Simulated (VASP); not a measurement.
Consider the following.

```cif
data_BaO3Ti
_chemical_formula_sum 'Ba1 Ti1 O3'
_space_group_name_H-M_alt 'Pm-3m'
_space_group_IT_number 221
_space_group_name_Hall '-P 4 2 3'
_cell_length_a 4.01174
_cell_length_b 4.01174
_cell_length_c 4.01174
_cell_angle_alpha 90.000
_cell_angle_beta 90.000
_cell_angle_gamma 90.000
loop_
_atom_site_label
_atom_site_type_symbol
_atom_site_symmetry_multiplicity
_atom_site_Wyckoff_symbol
_atom_site_fract_x
_atom_site_fract_y
_atom_site_fract_z
_atom_site_occupancy
Ba1 Ba 1 a 0.00000 0.00000 0.00000 1
Ti1 Ti 1 b 0.50000 0.50000 0.50000 1
O1 O 3 c 0.00000 0.50000 0.50000 1
```

Calculation: PBE GGA with D4 dispersion, VASP's PBE PAW potentials (set 64) (plane waves; VASP). Settings: 520 eV cut-off, 6×6×6 Γ-centred mesh, Gaussian smearing of 0.050 eV, potentials Ba_sv Ti_sv O.

Give the energy at these volumes per atom, relative to the lowest: 12.14, 12.53, 12.92, 13.31, 13.69 Å³.

26.8, 6.2, 0.0, 5.8, 21.9 meV/atom. A third-order Birch-Murnaghan fit gives B0 = 166 GPa and B0′ = 4.5.

Measured: bulk modulus 162 GPa (computed value off by +2.8 %), as given by Yu-ichiro Matsushita et al., Physical Review B (2011), arXiv:1104.2769; a 4.001 Å (computed value off by +0.3 %), as given by Yubo Zhang et al., Physical Review B (2017), arXiv:1702.04817. The calculation is for a static lattice, while the measured bulk modulus, a hold thermal and zero-point effects, which are part of the difference.

The compound is BaTiO3 in the cubic perovskite structure, the ideal cubic form; the compound distorts at low or room temperature. It was relaxed first.
